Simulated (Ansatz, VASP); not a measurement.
# Cu (Copper): VASP beside Ansatz

Aim: how closely do two programs agree when they are given the same cell, functional and k mesh? The cell is taken from a series of VASP runs on this material, whose earlier steps may have relaxed, scaled or displaced it; both programs get it as it stands.

Method: plane waves, with VASP 6.6.1 beside it; relaxation of cell and atoms at PBEsol, in Ansatz 0.2.0.

### Step 1. The starting structure

Symmetry: Fm-3m, No. 225, cubic system. The conventional cell has a = 3.566 Å, b = 3.566 Å, c = 3.566 Å, α = 90.00°, β = 90.00°, γ = 90.00°. Nearest to Cu lie 12 Cu at 2.52 Å.

### Step 2. VASP: relaxation of cell and atoms, PBEsol

The relaxed volume is the usual yardstick between codes: its relative difference is about their pressure difference at one cell divided by the bulk modulus.

Lines of VASP's logs that name or quote its potential files are left out, and so is its time.

Input file INCAR:

```
SYSTEM = Cu
PREC = Accurate
ENCUT = 450
EDIFF = 1E-06
NELM = 100
ISMEAR = 1
SIGMA = 0.15
LREAL = .FALSE.
ALGO = Normal
GGA = PS
NBANDS = 11
LASPH = .TRUE.
LORBIT = 11
LWAVE = .FALSE.
LCHARG = .FALSE.
KPAR = 8
IBRION = 2
NSW = 50
ISIF = 3
EDIFFG = -0.006
```

Input file POSCAR:

```
Cu
1.0
    0.0000000000      1.7828307155      1.7828307155
    1.7828307155      0.0000000000      1.7828307155
    1.7828307155      1.7828307155      0.0000000000
Cu
1
Direct
    0.0000000000      0.0000000000      0.0000000000
```

Input file KPOINTS:

```
Automatic mesh
0
Gamma
22 22 22
0 0 0
```

Potentials, in the order of the species: Cu (PBE family, release 64).

On the command line:

```bash
$ mpirun -np 8 vasp_std
```

Numbers of over 12 decimals in the logs are rounded to 6 here.

Output:

```text
[banner, memory and clock lines left out]
running    8 mpi-ranks, on    1 nodes
 distrk:  each k-point on    1 cores,    8 groups
 distr:  one band on    1 cores,    1 groups

 POSCAR found type information on POSCAR Cu
 POSCAR found :  1 types and       1 ions
|                                                                             |
|           W    W    AA    RRRRR   N    N  II  N    N   GGGG   !!!           |
|           W    W   A  A   R    R  NN   N  II  NN   N  G    G  !!!           |
|           W    W  A    A  R    R  N N  N  II  N N  N  G       !!!           |
|           W WW W  AAAAAA  RRRRR   N  N N  II  N  N N  G  GGG   !            |
|           WW  WW  A    A  R   R   N   NN  II  N   NN  G    G                |
|           W    W  A    A  R    R  N    N  II  N    N   GGGG   !!!           |
|                                                                             |
|     For optimal performance we recommend to set                             |
|       NCORE = 2 up to number-of-cores-per-socket                            |
|     NCORE specifies how many cores store one orbital (NPAR=cpu/NCORE).      |
|     This setting can greatly improve the performance of VASP for DFT.       |
|     The default, NCORE=1 might be grossly inefficient on modern             |
|     multi-core architectures or massively parallel machines. Do your        |
|     Unfortunately you need to use the default for GW and RPA                |
|     calculations (for HF NCORE is supported but not extensively tested      |
|     yet).                                                                   |
|                                                                             |

|                                                                             |
|               ----> ADVICE to this user running VASP <----                  |
|                                                                             |
|     You enforced a specific xc type in the INCAR file but a different       |
|     [... a line on the potential file left out ...]
|     I HOPE YOU KNOW WHAT YOU ARE DOING!                                     |
|                                                                             |

 LDA part: xc-table for (Slater+PW92), standard interpolation
 POSCAR, INCAR and KPOINTS ok, starting setup
 FFT: planning ... GRIDC
 FFT: planning ... GRID_SOFT
 FFT: planning ... GRID
 WAVECAR not read
 entering main loop
       N       E                     dE             d eps       ncg     rms          rms(c)
DAV:   1     0.363315947625E+02    0.36332E+02   -0.50299E+03  7957   0.151E+03
DAV:   2    -0.450510670387E+01   -0.40837E+02   -0.37802E+02  7363   0.191E+02
DAV:   3    -0.540074099601E+01   -0.89563E+00   -0.88961E+00  8309   0.356E+01
DAV:   4    -0.540594665165E+01   -0.52057E-02   -0.52049E-02  8038   0.236E+00
DAV:   5    -0.540599796081E+01   -0.51309E-04   -0.51310E-04  8188   0.233E-01    0.843E+00
DAV:   6    -0.473938141850E+01    0.66662E+00   -0.17755E+01  8351   0.851E+01    0.415E+00
DAV:   7    -0.432340807179E+01    0.41597E+00   -0.26803E+00  8322   0.328E+01    0.587E-01
DAV:   8    -0.431053418186E+01    0.12874E-01   -0.55582E-03  8165   0.120E+00    0.319E-01
DAV:   9    -0.430868395854E+01    0.18502E-02   -0.10301E-02  8480   0.184E+00    0.214E-02
DAV:  10    -0.430869197272E+01   -0.80142E-05   -0.30337E-05  9788   0.898E-02    0.673E-03
DAV:  11    -0.430869300971E+01   -0.10370E-05   -0.70163E-07  5212   0.173E-02    0.276E-04
DAV:  12    -0.430869303182E+01   -0.22111E-07   -0.63228E-08  3971   0.271E-03
   1 F= -.43086930E+01 E0= -.43087794E+01  d E =-.430869E+01
 curvature:   0.00 expect dE= 0.000E+00 dE for cont linesearch  0.000E+00
 trial: gam= 0.00000 g(F)=  0.235E-63 g(S)=  0.457E-04 ort = 0.000E+00 (trialstep = 0.100E+01)
 search vector abs. value=  0.457E-04
 bond charge predicted
       N       E                     dE             d eps       ncg     rms          rms(c)
DAV:   1    -0.431026195067E+01   -0.15689E-02   -0.26582E-02  8479   0.365E+00    0.326E-01
DAV:   2    -0.430921346244E+01    0.10485E-02   -0.21121E-02  8284   0.284E+00    0.127E-01
DAV:   3    -0.430874418063E+01    0.46928E-03   -0.32086E-03  8319   0.114E+00    0.455E-02
DAV:   4    -0.430870221022E+01    0.41970E-04   -0.49770E-05  8795   0.727E-02    0.146E-03
DAV:   5    -0.430870211179E+01    0.98437E-07   -0.28439E-07  5068   0.586E-03
   2 F= -.43087021E+01 E0= -.43087889E+01  d E =-.907996E-05
 trial-energy change:   -0.000009  1 .order   -0.000008   -0.000046    0.000030
 step:   0.6016(harm=  0.6016)  dis= 0.00000  next Energy=    -4.308707 (dE=-0.137E-04)
 bond charge predicted
       N       E                     dE             d eps       ncg     rms          rms(c)
DAV:   1    -0.430895515110E+01   -0.25294E-03   -0.41774E-03  8449   0.145E+00    0.129E-01
DAV:   2    -0.430878742193E+01    0.16773E-03   -0.33053E-03  8281   0.112E+00    0.502E-02
DAV:   3    -0.430871446722E+01    0.72955E-04   -0.50311E-04  8263   0.453E-01    0.182E-02
DAV:   4    -0.430870782210E+01    0.66451E-05   -0.83289E-06  8366   0.303E-02    0.719E-04
DAV:   5    -0.430870789076E+01   -0.68658E-07   -0.53584E-08  3809   0.247E-03
   3 F= -.43087079E+01 E0= -.43087946E+01  d E =-.148589E-04
 curvature:  -0.30 expect dE=-0.139E-06 dE for cont linesearch -0.139E-06
 trial: gam= 0.00000 g(F)=  0.545E-62 g(S)=  0.460E-06 ort =-0.459E-05 (trialstep = 0.920E+00)
 search vector abs. value=  0.461E-06
 reached required accuracy - stopping structural energy minimisation
```

OUTCAR, selected parts (step 2):

```text
ion  position               nearest neighbor table
   1  0.000  0.000  0.000-

  LATTYP: Found a face centered cubic cell.
 ALAT       =     3.5656614310

 Subroutine GETGRP returns: Found 48 space group operations
 (whereof 48 operations were pure point group operations)

The static configuration has the point symmetry O_h .

 Found    328 irreducible k-points:

   k-points           NKPTS =    328   k-points in BZ     NKDIM =    328   number of bands    NBANDS=     11

   dimension x,y,z NGX =    18 NGY =   18 NGZ =   18
   dimension x,y,z NGXF=    36 NGYF=   36 NGZF=   36

   ENCUT  =  450.0 eV  33.07 Ry    5.75 a.u.   4.36  4.36  4.36*2*pi/ulx,y,z

   NELECT =      11.0000    total number of electrons

 k-points in reciprocal lattice and weights: Automatic mesh
   0.00000000  0.00000000  0.00000000       0.000
   0.04545455  0.00000000  0.00000000       0.001
   0.09090909  0.00000000  0.00000000       0.001
   0.13636364  0.00000000  0.00000000       0.001
   0.18181818  0.00000000  0.00000000       0.001
   0.22727273  0.00000000  0.00000000       0.001
   0.27272727  0.00000000  0.00000000       0.001
   0.31818182  0.00000000  0.00000000       0.001
   0.36363636  0.00000000  0.00000000       0.001
[...]
-0.27272727  0.45454545  0.22727273       0.002
  -0.27272727  0.50000000  0.22727273       0.001

 average (electrostatic) potential at core
       1 -63.1348

 E-fermi :   7.9271

 k-point     1 :       0.0000    0.0000    0.0000
  band No.  band energies     occupation
    ...
      2       4.7809      2.00000
      3       4.7809      2.00000
      4       4.7809      2.00000
      5       5.6703      2.00000
      6       5.6703      2.00000
      7      30.8656      0.00000
      8      33.8128      0.00000
      9      33.8128      0.00000
     10      33.8128      0.00000
     11      36.3314      0.00000

 k-point     2 :       0.0455    0.0000    0.0000
  band No.  band energies     occupation
    ...
      2       4.7634      2.00000
      3       4.7964      2.00000
      4       4.7964      2.00000
      5       5.6640      2.00000
      6       5.6640      2.00000
      7      30.5053      0.00000
      8      32.6488      0.00000
      9      33.5499      0.00000
     10      33.5499      0.00000
     11      36.7014      0.00000

 k-point     3 :       0.0909    0.0000    0.0000
  band No.  band energies     occupation
    ...
      2       4.7141      2.00000
      3       4.8389      2.00000
      4       4.8389      2.00000
      5       5.6487      2.00000
      6       5.6487      2.00000
      7      28.8994      0.00000
      8      31.8056      0.00000
      9      33.0163      0.00000
     10      33.0163      0.00000
     11      37.5328      0.00000

  Total        0.0017837      0.0017837      0.0017837      0.0000000      0.0000000      0.0000000
  in kB        0.2525546      0.2525546      0.2525546      0.0000000      0.0000000      0.0000000
  external PRESSURE =       0.2525546 kB  Pullay stress =       0.0000000 kB

  energy-cutoff  :      450.00
  volume of cell :       11.32
      direct lattice vectors                 reciprocal lattice vectors
     0.000000000  1.781911433  1.781911433    -0.280597560  0.280597560  0.280597560
     1.781911433 -0.000000000  1.781911433     0.280597560 -0.280597560  0.280597560
     1.781911433  1.781911433 -0.000000000     0.280597560  0.280597560 -0.280597560

 POSITION                                       TOTAL-FORCE (eV/Angst)
 -----------------------------------------------------------------------------------
      0.00000      0.00000      0.00000        -0.000000      0.000000     -0.000000
 -----------------------------------------------------------------------------------
    total drift:                                0.000000     -0.000000      0.000000

  FREE ENERGIE OF THE ION-ELECTRON SYSTEM (eV)
  ---------------------------------------------------
  free  energy   TOTEN  =        -4.3087078908 eV

  energy  without entropy=       -4.3089679038  energy(sigma->0) =       -4.30879456

 reached required accuracy - stopping structural energy minimisation

 total charge
# of ion       s       p       d       tot
------------------------------------------
    1        0.465   0.417   9.172  10.055

[... 3 further parts left out ...]
```

CONTCAR:

```
Cu
   1.00000000000000
     0.0000000000000000    1.7819114334060717    1.7819114334060717
     1.7819114334060717   -0.0000000000000000    1.7819114334060717
     1.7819114334060717    1.7819114334060717   -0.0000000000000000
  Cu
     1
Direct
     0.0000000000000000    0.0000000000000000    0.0000000000000000
```

### Step 3. Ansatz: relaxation of cell and atoms, PBEsol

Ansatz runs on its default PAW (the set named soft_2) files.

The same cell, functional, mesh and smearing now go to Ansatz, which takes its cutoff from its data sets.

Input file input.yaml:

```yaml
crystal:
  lattice:
    - [0.0, 1.7828307155, 1.7828307155]
    - [1.7828307155, 0.0, 1.7828307155]
    - [1.7828307155, 1.7828307155, 0.0]
  atoms:
    - { symbol: Cu, position: [0.0, 0.0, 0.0] }
hamiltonian:
  xc: pbesol
  pseudopotentials: { kind: paw }
kpoints:
  mp_grid: { grid: [22, 22, 22] }
scf:
  occupations: { method: methfessel_paxton, width: 0.15 }
relax:
  f_tol: 0.01
  max_steps: 60
  cell: { stress_tol: 0.05 }
output:
  forces: true
  stress: true
  write_density: true
  write_potential: true
  elf: true
  volumetric_format: npy
```

On the command line:

```bash
$ ansatz run input.yaml --threads 4 --pin off --max-ram 9216MiB --backend cpu --events-out ev --progress --plain --runs-dir out
```

Output:

```text
Engine: ansatz 0.2.0, aarch64-unknown-linux-gnu
Pseudopotentials: kind: paw
Pseudopotential: Cu, paw, valence charge 19, recommended cutoff 420 eV (normal), Cu.paw.azcp
Functional definition: PBEsol
  exchange = pbesol_x
  correlation = pbesol_c
Crystal: 1 atoms, lattice volume = 11.333 Å³
Basis set: ecut = 420 eV, 229 PW (Γ), exchange–correlation on 36×36×36 points (8 copies of the dense FFT grid, shifted against one another)
Bands: 14, of which v1, the nominal top of the filled ones, is band 10 counted from 1 (9 counted from 0)
Symmetry: 48 space group operations
Space group: Fm-3m (ITA 225), of the structure as read, at distance tolerance 2.2e-5 Å
k-points: 328 of 10648
Non-local potential: Cu, projectors of the file, l = 0: 3, l = 1: 2, l = 2: 3, l = 3: 1
PAW form: soft (Blöchl's): semilocal exchange-correlation on the pseudo side does not see the compensation charge
PAW frozen core: Cu, regenerated for the run's functional, and the local potential with it (the file was generated under x = pbe(κ = 0.804, μ = 0.219515), c = pbe(β = 0.066725))
PAW one-centre angular grid: Cu, 590 points (default); XC on 64 Gauss nodes
Initial density: superposition of atomic densities (neutral atoms: chi_scale 0, normalization atom), corrected by the library's trained network
Initial wavefunctions: pseudopotential atomic-orbital guess
Functional: x = pbesol(κ = 0.804, μ = 0.123457), c = pbesol(β = 0.046)
SCF iter   1: F=—  HF=-6588.779723 eV  |F-HF|=—  |Δ(HF+E_count)|=         —  Δρ=2.02e-2  dr2=2.36e-2  ethr=1.77e-3  ⟨swp⟩=5.0  Hψ=22708  notcnv=0
preconditioner: auto → none  [metal: Δε(μ)=0.052 eV  Ē_g=17.407 eV  σ=0.150 eV  W_gap=0.29  n_scr=0 (ndim 8)  ℏωp=36.6 eV  f_vac=0.000  D(μ)=0.24/eV (n_scr^D=0)]
SCF iter   2: F=—  HF=-6588.774059 eV  |F-HF|=—  |Δ(HF+E_count)|=   5.66e-3  S|Δr|=    0.00e0  Δρ=9.04e-4  dr2=3.82e-5  ethr=1.24e-4  ⟨swp⟩=2.7  Hψ=9179  notcnv=0  defer=43
SCF iter   3: F=—  HF=-6588.774046 eV  |F-HF|=—  |Δ(HF+E_count)|=   1.38e-5  S|Δr|=    0.00e0  Δρ=9.30e-4  dr2=3.76e-5  ethr=2.01e-7  ⟨swp⟩=2.0  Hψ=7618  notcnv=0  defer=43
SCF iter   4: F=—  HF=-6588.774069 eV  |F-HF|=—  |Δ(HF+E_count)|=   2.31e-5  S|Δr|=    0.00e0  Δρ=6.42e-5  dr2=1.68e-7  ethr=1.98e-7  ⟨swp⟩=1.0  Hψ=4476  notcnv=0  defer=43
SCF iter   5: F=-6588.774068 eV  HF=-6588.774068 eV  |F-HF|=3.27e-11  |Δ(HF+E_count)|=   3.51e-7  S|Δr|=    0.00e0  Δρ=2.58e-6  dr2=3.31e-10  ethr=5.26e-10  ⟨swp⟩=7.0  Hψ=22830  notcnv=0
SCF 1 converged in 5 iterations: F = -6588.774068 eV  dr2 = 3.31e-10
  greatest PAW one-centre occupation: 1.000 electrons in one spin orbital (limit 2), on the Cu atom at site 0 (counted from 0), in its partial waves of l = 0
relax step   1: F+E_penalty+E_count = -6588.77406833 eV  Δ(F+E_penalty+E_count) = +0.000e0 eV  max|allowed force component| = 0.000e0 eV/Å  Δτ_max = 0.0000 Å  P = -0.269 GPa  Ω = 11.333 Å³  (5 SCF iters, dr2 threshold 1.00e-7 eV, accepted)
[...]
relax step   2: F+E_penalty+E_count = -6588.77408632 eV  Δ(F+E_penalty+E_count) = -1.799e-5 eV  max|allowed force component| = 0.000e0 eV/Å  Δτ_max = 0.0000 Å  P = -0.139 GPa  Ω = 11.325 Å³  energy of the carried Pulay correction = +6.706e-6 eV  (3 SCF iters, dr2 threshold 1.00e-7 eV, accepted)
[...]
relax step   3: F+E_penalty+E_count = -6588.77409756 eV  Δ(F+E_penalty+E_count) = -1.125e-5 eV  max|allowed force component| = 0.000e0 eV/Å  Δτ_max = 0.0000 Å  P = +0.001 GPa  Ω = 11.315 Å³  energy of the carried Pulay correction = +1.389e-5 eV  (3 SCF iters, dr2 threshold 4.85e-8 eV, accepted)
[...]
relax step   4: F+E_penalty+E_count = -6588.77408562 eV  Δ(F+E_penalty+E_count) = +1.194e-5 eV  max|allowed force component| = 0.000e0 eV/Å  Δτ_max = 0.0000 Å  P = +0.002 GPa  Ω = 11.315 Å³  stress off target by 2.45e-3 GPa  SCF on the basis re-selected at this cell (its energy is not comparable with the rows above)  (5 SCF iters)
basis re-selected at this cell: Δ(F+E_penalty+E_count) = +1.194e-5 eV, ΔP = +0.002 GPa vs the last step (what re-selecting the basis moved, of the pressure what is left beyond the Pulay correction that the steps carried, after the strain that the cell walked since its last selection, with what the two solves' SCF thresholds leave and, on support functions, any second-order correction that the steps lacked; it is no measure of the basis error at this ecutwfc). This SCF's stress stands 2.45e-3 GPa from its target on what of the cell is left free (relax.cell.stress_tol is 5.00e-2 GPa) and its largest allowed force component is 0.00e0 eV/Å (relax.f_tol is 1.00e-2 eV/Å): [rest of the remark cut]
SCF converged after 5 iterations
Stability not checked: this state was not tested for a lower state beside it, because cold or Methfessel-Paxton smearing, or corrected tetrahedra, fill the levels in a way that the test cannot read (fill_not_monotonic; see scf.lower_state_search)
Free energy (F): -6588.774086 eV
Harris-Foulkes:  -6588.774086 eV  (|F-HF|=1.82e-12)
Internal energy: -6588.774383 eV  (E = F + TS)
E sigma→0 (E₀):  -6588.774160 eV
Entropy (-TS):   0.000297 eV (0.297 meV/atom)
Fermi energy:    17.520675 eV
--- Per-component energies (eV) ---
  E_band       = -345.552738
  E_kinetic    = 300.650258
  E_local      = -3970.299183  (includes V_loc(G=0)·N_el)
  E_nonlocal   = 391.075524
  E_hartree    = 1748.682073
  E_xc         = -89.403545
  E_vxc        = -115.892312  (∫ρ·V_xc dr)
  E_paw        = -1625.812082  (= ΣΔE_a)
  E_vpaw       = -448.451413  (= ΣTr[D̂ρ^β])
  E_aug_tail   = 0.000218  (compensation charges beyond the density's cutoff)
  E_ewald      = -3343.873847
  E_core_change = 0.206202  (= ΣΔE_core)
  E_smearing   = 0.000297  (= −TS)
  E_closure    = -0.000000  (closes the sum)
  Σ components = -6588.774086   (vs F -6588.774086, Δ=0.00e0)
--- Forces (eV/Å), atoms counted from 1 ---
  atom   1  Cu    -0.00000000     0.00000000     0.00000000
  max |Σ_I F_I| component: 2.26e-32 eV/Å
--- Stress (GPa, compression-positive) ---
        0.002447      -0.000000       0.000000
       -0.000000       0.002447      -0.000000
        0.000000      -0.000000       0.002447
  P = ⅓ Tr σ = 0.0024 GPa (0.024 kbar)
--- Band table (eV; the first three rows and the last of 328) ---
  k-point 0: bands = [... 6 lower, 14.3886, 14.3886, 15.2904, 15.2904, 40.4562, 43.2743, 43.2743, 43.2743]
  k-point 1: bands = [... 6 lower, 14.4043, 14.4043, 15.2839, 15.2839, 40.0843, 42.1314, 43.0111, 43.0111]
  k-point 2: bands = [... 6 lower, 14.4474, 14.4474, 15.2685, 15.2685, 38.4412, 41.3424, 42.4785, 42.4785]
  k-point 327: bands = [... 6 lower, 14.0094, 15.2588, 16.0586, 23.1941, 24.5106, 25.9204, 26.7847, 44.9540]
--- Relaxed structure (3 steps of the walk, 3 accepted, 1 SCFs on fresh bases) ---
  F+E_penalty+E_count = -6588.77408562 eV   max|allowed force component| = 0.000e0 eV/Å   (the final SCF, on the basis selected at the relaxed cell)
  cell:  # Å, volume = 11.3150 Å³
    - [0, 1.781867, 1.781867]
    - [1.781867, 0, 1.781867]
    - [1.781867, 1.781867, 0]
  atoms:
    - { symbol: Cu, position: [0.0, 0.0, 0.0] }
```

The job ended after 3.6 s (4 threads of Arm Neoverse V1, shared host; peak memory 0.36 GiB).

### Step 4. Differences

Known differences besides the potentials themselves: both relaxations stop at a tolerance, which leaves soft axes loose, and VASP keeps its plane-wave basis; the data sets hold 19 valence electrons in Ansatz (default PAW (the set named soft_2) files) and 11 in VASP; the cutoff is 420 eV in Ansatz and 450 eV in VASP; Ansatz makes its cores anew for this functional, VASP keeps those of its PBE data sets; Ansatz adds a Pulay correction to the stress that steers its cell, VASP none. Total energies have different zeros and are not compared.

The two programs side by side:

```
                                         quantity  Ansatz   VASP  difference
                                      volume (Å³)   11.32  11.32     -0.01 %
edge a after relaxation, in the typed setting (Å)   2.520  2.520     +0.00 %
```

The walks stopped with 0.00 GPa left in Ansatz and 0.03 GPa in VASP; each walk ends within a tolerance, so the volume difference is uncertain by about these residues over the bulk modulus, most in soft cells.

### Step 5. Outcome

- difference in volume (relaxation of cell and atoms, PBEsol): -0.0074 %

**Reading.** The difference in volume is -0.0074 % (relaxation of cell and atoms, PBEsol), within the 1.2 % picked in this series as the mark of a large difference, as far as the stopping tolerances let one tell. Such differences can come from data sets, numerical settings and the points named under the comparisons, not from the functional's error against experiment.

[Lines on the potential files, build, host, timing and source positions are cut from VASP's logs without a mark.]

[Logs are printed without paths, hosts, clocks, repeated set-up lines and the standing remarks that a program may print on its own settings, such as how far it seeks lower states.]

[Hosts, paths, dates, database ids (printed as entryN), source tags and the programs' standing remarks are cut or masked in the printed files.]
